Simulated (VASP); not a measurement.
```
CELL_PARAMETERS angstrom
      1.50450    -2.60587     0.00000
      1.50450     2.60587     0.00000
      0.00000     0.00000     4.77360
ATOMIC_POSITIONS crystal
  Ti 0.33333 0.66667 0.25000
  Ti 0.66667 0.33333 0.75000
```

All values below come from PBE GGA, VASP's PBE PAW potentials (set 64) (plane waves; VASP). Run with 400 eV cut-off, 13×13×7 Γ-centred mesh, first-order Methfessel-Paxton smearing of 0.10 eV, potentials Ti_sv.

**Question.** Estimate the energy per atom (σ→0), pressure, band gap (on the k-mesh) with the smallest direct gap where there is one.

**Answer.** 
```json
{
 "band gap (on the k-mesh)": "none (metal, semimetal or under 0.01 eV)",
 "energy per atom (σ→0)": "-7.795 eV/atom",
 "pressure": "-8.04 GPa"
}
```

The compound is Ti in the hcp structure. The cell was not relaxed at this level.
